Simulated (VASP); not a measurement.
A snapshot from molecular dynamics of Mo, step 11; the first frame, the perfect lattice, has an electronic free energy F (no ionic kinetic energy) of -10.376 eV/atom. The Γ point alone samples so small a cell crudely.

Input:

```
Mo
1.0
   -4.72500     4.72500     4.72500
    4.72500    -4.72500     4.72500
    4.72500     4.72500    -4.72500
Mo
27
Direct
  0.99693   0.99710   0.99558
  0.99812   0.00134   0.33038
  0.99844   0.00055   0.66344
  0.99941   0.33717   0.99892
  0.99659   0.33000   0.33342
  0.99372   0.33153   0.66807
  0.00782   0.66448   0.00387
  0.99649   0.66805   0.33362
  0.00247   0.66746   0.66922
  0.33357   0.00211   0.99825
  0.34226   0.00612   0.33876
  0.32957   0.99659   0.66338
  0.32992   0.33248   0.99957
  0.33359   0.33382   0.33354
  0.33466   0.33352   0.66551
  0.33610   0.66583   0.00431
  0.33637   0.67128   0.33629
  0.33714   0.66919   0.66707
  0.66964   0.99737   0.99984
  0.66587   0.99954   0.33185
  0.66576   0.99941   0.66931
  0.66657   0.33718   0.00163
  0.66587   0.33496   0.33289
  0.66859   0.33418   0.66966
  0.66831   0.66416   0.99969
  0.66105   0.66239   0.32536
  0.66519   0.66219   0.66657
```

Calculation: PBE GGA, VASP's PBE PAW potentials (set 64) (plane waves; VASP). Settings: PREC = Normal, LREAL = Auto, ISYM = 0, EDIFF = 1E-5, 300 eV cut-off, 1×1×1 Γ-centred mesh, Fermi-Dirac smearing of 0.043 eV, potentials Mo_sv.

Task: Give F per atom of this frame and the forces (eV/Å).

Result: -10.372 eV/atom.
```tsv
atom	Fx	Fy	Fz
Mo1	0.10	0.26	-0.07
Mo2	-0.17	0.20	-0.17
Mo3	0.19	-0.25	-0.24
Mo4	0.05	0.30	-0.19
Mo5	0.02	-0.21	0.33
Mo6	-0.27	-0.07	0.13
Mo7	0.36	-0.10	0.07
Mo8	-0.09	0.26	0.31
Mo9	-0.10	-0.10	-0.20
Mo10	-0.09	0.02	0.03
Mo11	-0.16	-0.10	-0.23
Mo12	0.27	0.03	0.26
Mo13	0.07	-0.20	0.09
Mo14	-0.04	-0.05	0.10
Mo15	0.18	-0.03	-0.24
Mo16	-0.10	-0.22	0.19
Mo17	0.00	0.42	-0.20
Mo18	0.02	0.10	-0.36
Mo19	0.06	-0.47	-0.06
Mo20	0.01	-0.09	-0.13
Mo21	-0.07	-0.03	0.07
Mo22	-0.26	-0.07	0.08
Mo23	-0.13	-0.07	0.10
Mo24	-0.12	-0.10	-0.02
Mo25	0.01	-0.08	-0.01
Mo26	0.41	0.40	0.09
Mo27	-0.13	0.27	0.24
```

The cell is a supercell, built from Mo (bcc). Its lattice is the typed one, not relaxed at this level.
